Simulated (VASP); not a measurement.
Computed with PBE GGA with D3 dispersion (Becke-Johnson damping), VASP's PBE PAW potentials (set 64) (plane waves; VASP).

VASP ran on this input.

### INCAR
```
SYSTEM = BN
PREC = Accurate; ENCUT = 520; LREAL = .False.
LASPH = .True.
EDIFF = 1E-7; NELM = 100; ALGO = Normal
ISMEAR = 0; SIGMA = 0.05
GGA = PE; IVDW = 12
ISIF = 2
LWAVE = .False.; LCHARG = .False.
```

KPOINTS:
```
Automatic mesh
0
G
  12 12 12
```

File POSCAR:
```
BN
1
    0.0000000000     1.7668528559     1.7668528559
    1.7668528559     0.0000000000     1.7668528559
    1.7668528559     1.7668528559     0.0000000000
B N
1 1
Direct
  0.0000000000   0.0000000000   0.0000000000
  0.2500000000   0.2500000000   0.2500000000
```

POTCAR, in this order: B N (PBE.64 set). Program: vasp_std.

Question: What does the run give for the energy per atom (σ→0), dispersion energy, pressure, band gap (on the k-mesh)?

Answer: 
```yaml
energy per atom (σ→0): -8.906 eV/atom
dispersion_energy: -0.448 eV
band gap (on the k-mesh): 4.53 eV
pressure: 26.55 GPa
```

File OSZICAR:
```
...
DAV:   6    -0.174773571440E+02    0.96542E+00   -0.33560E+00  1448   0.139E+01    0.355E+00
DAV:   7    -0.173800259974E+02    0.97331E-01   -0.13674E-01  1480   0.352E+00    0.201E+00
DAV:   8    -0.173634638336E+02    0.16562E-01   -0.44938E-02  1336   0.197E+00    0.233E-01
DAV:   9    -0.173637162314E+02   -0.25240E-03   -0.49622E-04  1248   0.262E-01    0.818E-02
DAV:  10    -0.173637815619E+02   -0.65331E-04   -0.12708E-04  1664   0.115E-01    0.163E-02
DAV:  11    -0.173637855633E+02   -0.40014E-05   -0.51598E-06  1280   0.239E-02    0.593E-03
DAV:  12    -0.173637856483E+02   -0.85079E-07   -0.80005E-07  1432   0.797E-03
   1 F= -.17811745E+02 E0= -.17811745E+02  d E =-.213381E-20
```

The compound is BN in the zinc blende structure. This cell is one point of a volume scan, at 0.94 of the reference volume.
